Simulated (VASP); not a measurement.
Calculation: r2SCAN+rVV10, VASP's PBE PAW potentials (set 64) (plane waves; VASP).

The input files of a VASP run:

**INCAR**
```
ALGO  =  Normal
BPARAM  =  11.95
CPARAM  =  0.0093
EDIFF  =  1E-6
EDIFFG  =  -0.02
ENCUT  =  520
IBRION  =  2
ISIF  =  3
ISMEAR  =  1
LASPH  =  .TRUE.
LCHARG  =  .FALSE.
LMAXMIX  =  4
LMIXTAU  =  .TRUE.
LREAL  =  .FALSE.
LUSE_VDW  =  .TRUE.
LWAVE  =  .FALSE.
METAGGA  =  R2SCAN
NELM  =  100
NSW  =  60
PREC  =  Accurate
SIGMA  =  0.1
SYSTEM  =  Ni3Si
```

KPOINTS:
```
K-points
0
G
8 8 8
```

### POSCAR
```
Ni3Si
1
    3.4628876297     0.0000000000    -0.0000000000
   -0.0000000000     3.4628876297    -0.0000000000
    0.0000000000     0.0000000000     3.4628876297
Si Ni
1 3
Direct
  0.0000000000   0.0000000000   0.0000000000
  0.0000000000   0.5000000000   0.5000000000
  0.5000000000   0.0000000000   0.5000000000
  0.5000000000   0.5000000000   0.0000000000
```

POTCAR, in this order: Si Ni (PBE.64 set). Program: vasp_std.

The run wrote:

File OSZICAR:
```
       N       E                     dE             d eps       ncg     rms          rms(c)
DAV:   1     0.184150184035E+03    0.18415E+03   -0.16519E+04  1486   0.226E+03
DAV:   2    -0.418957306422E+02   -0.22605E+03   -0.21823E+03  1470   0.387E+02
DAV:   3    -0.532329474171E+02   -0.11337E+02   -0.10950E+02  1590   0.118E+02
DAV:   4    -0.534643437336E+02   -0.23140E+00   -0.23032E+00  1723   0.148E+01
DAV:   5    -0.534725369787E+02   -0.81932E-02   -0.81923E-02  1810   0.271E+00    0.211E+01
DAV:   6    -0.497025714158E+02    0.37700E+01   -0.67573E+01  1656   0.141E+02    0.187E+01
DAV:   7    -0.456390218318E+02    0.40635E+01   -0.17530E+01  1595   0.728E+01    0.475E+00
DAV:   8    -0.456795122023E+02   -0.40490E-01   -0.77762E-01  1698   0.807E+00    0.257E+00
DAV:   9    -0.456217221215E+02    0.57790E-01   -0.22602E-01  1677   0.804E+00    0.421E-01
DAV:  10    -0.456295887611E+02   -0.78666E-02   -0.15365E-02  1701   0.126E+00    0.161E-01
DAV:  11    -0.456302646796E+02   -0.67592E-03   -0.41156E-03  1665   0.613E-01    0.101E-01
DAV:  12    -0.456310017295E+02   -0.73705E-03   -0.10598E-03  1772   0.381E-01    0.362E-02
DAV:  13    -0.456309987144E+02    0.30151E-05   -0.13270E-04  1598   0.119E-01    0.129E-02
DAV:  14    -0.456310362845E+02   -0.37570E-04   -0.75502E-05  1575   0.824E-02    0.933E-03
DAV:  15    -0.456310370664E+02   -0.78189E-06   -0.14917E-05  1653   0.629E-02    0.546E-03
DAV:  16    -0.456310434926E+02   -0.64262E-05   -0.97586E-06  1566   0.415E-02    0.151E-03
DAV:  17    -0.456310436293E+02   -0.13673E-06   -0.50011E-07   825   0.101E-02
   1 F= -.45631044E+02 E0= -.45631261E+02  d E =-.456310E+02
       N       E                     dE             d eps       ncg     rms          rms(c)
DAV:   1    -0.456774347283E+02   -0.46391E-01   -0.55445E-01  1490   0.121E+01    0.189E+00
DAV:   2    -0.456649523348E+02    0.12482E-01   -0.53542E-01  1650   0.128E+01    0.134E+00
DAV:   3    -0.456319575816E+02    0.32995E-01   -0.13624E-01  1650   0.665E+00    0.292E-01
DAV:   4    -0.456307551509E+02    0.12024E-02   -0.45234E-03  1491   0.530E-01    0.737E-02
DAV:   5    -0.456307170581E+02    0.38093E-04   -0.27110E-04  1619   0.181E-01    0.471E-02
DAV:   6    -0.456306976969E+02    0.19361E-04   -0.91243E-05  1899   0.132E-01    0.200E-02
DAV:   7    -0.456306981167E+02   -0.41979E-06   -0.80021E-05  1626   0.117E-01    0.945E-03
DAV:   8    -0.456307027018E+02   -0.45851E-05   -0.26528E-05  1661   0.727E-02    0.748E-03
DAV:   9    -0.456307005208E+02    0.21810E-05   -0.16059E-05  1633   0.655E-02    0.522E-03
DAV:  10    -0.456307015734E+02   -0.10526E-05   -0.36785E-06  1295   0.305E-02    0.881E-04
DAV:  11    -0.456307019649E+02   -0.39157E-06   -0.15284E-07   735   0.440E-03
   2 F= -.45630702E+02 E0= -.45630928E+02  d E =0.341664E-03
       N       E                     dE             d eps       ncg     rms          rms(c)
DAV:   1    -0.456469925646E+02   -0.16291E-01   -0.18216E-01  1490   0.700E+00    0.109E+00
DAV:   2    -0.456433591123E+02    0.36335E-02   -0.18139E-01  1650   0.741E+00    0.785E-01
DAV:   3    -0.456318804938E+02    0.11479E-01   -0.46447E-02  1650   0.386E+00    0.167E-01
DAV:   4    -0.456315072312E+02    0.37326E-03   -0.16600E-03  1512   0.311E-01    0.497E-02
DAV:   5    -0.456314885865E+02    0.18645E-04   -0.13846E-04  1639   0.137E-01    0.267E-02
DAV:   6    -0.456314851045E+02    0.34820E-05   -0.33062E-05  1902   0.756E-02    0.123E-02
DAV:   7    -0.456314939267E+02   -0.88222E-05   -0.25763E-05  1619   0.626E-02    0.566E-03
DAV:   8    -0.456314938650E+02    0.61725E-07   -0.13662E-05  1628   0.553E-02    0.666E-03
DAV:   9    -0.456314957598E+02   -0.18947E-05   -0.91127E-06  1585   0.483E-02    0.269E-03
DAV:  10    -0.456314963556E+02   -0.59588E-06   -0.11855E-06   735   0.178E-02
   3 F= -.45631496E+02 E0= -.45631717E+02  d E =-.452726E-03
```

OUTCAR:
```
------------------------ aborting loop because EDIFF is reached ----------------------------------------
  FORCE on cell =-STRESS in cart. coord.  units (eV):
  Direction    XX          YY          ZZ          XY          YZ          ZX
  --------------------------------------------------------------------------------------
  Total       -0.0037214     -0.0037214     -0.0037214      0.0000000      0.0000000     -0.0000000
  in kB       -0.1441262     -0.1441262     -0.1441262      0.0000000      0.0000000     -0.0000000
  external PRESSURE =      -0.1441262 kB  Pullay stress =       0.0000000 kB
  volume of cell :       41.37
      direct lattice vectors                 reciprocal lattice vectors
     3.458517994  0.000000000  0.000000000     0.289141188  0.000000000  0.000000000
    -0.000000000  3.458517994  0.000000000    -0.000000000  0.289141188  0.000000000
    -0.000000000 -0.000000000  3.458517994    -0.000000000 -0.000000000  0.289141188
 POSITION                                       TOTAL-FORCE (eV/Angst)
 -----------------------------------------------------------------------------------
      0.00000      0.00000      0.00000         0.000000      0.000000      0.000000
     -0.00000      1.72926      1.72926        -0.000000      0.000000      0.000000
      1.72926     -0.00000      1.72926         0.000000     -0.000000      0.000000
      1.72926      1.72926      0.00000         0.000000      0.000000      0.000000
 -----------------------------------------------------------------------------------
    total drift:                                0.000000      0.000000      0.000000
  FREE ENERGIE OF THE ION-ELECTRON SYSTEM (eV)
  ---------------------------------------------------
  free  energy   TOTEN  =       -45.6314963556 eV

  energy  without entropy=      -45.6321585686  energy(sigma->0) =      -45.63171709

 reached required accuracy - stopping structural energy minimisation
```
(Selected blocks of OUTCAR.)

### CONTCAR
```
Ni3Si
   1.00000000000000
     3.4585179944330244    0.0000000000000000    0.0000000000000000
    -0.0000000000000000    3.4585179944330244    0.0000000000000000
    -0.0000000000000000   -0.0000000000000000    3.4585179944330244
  Si              Ni
     1     3
Direct
     0.0000000000000000    0.0000000000000000    0.0000000000000000
     0.0000000000000000    0.5000000000000000    0.5000000000000000
     0.5000000000000000    0.0000000000000000    0.5000000000000000
     0.5000000000000000    0.5000000000000000    0.0000000000000000
```

The compound is Ni3Si in the L1_2 structure. This run relaxes it. Symmetry was kept, so distortions that lower it aren't found. The start is the result of an earlier pass. The run is not spin-polarised, so no magnetic state was tried.
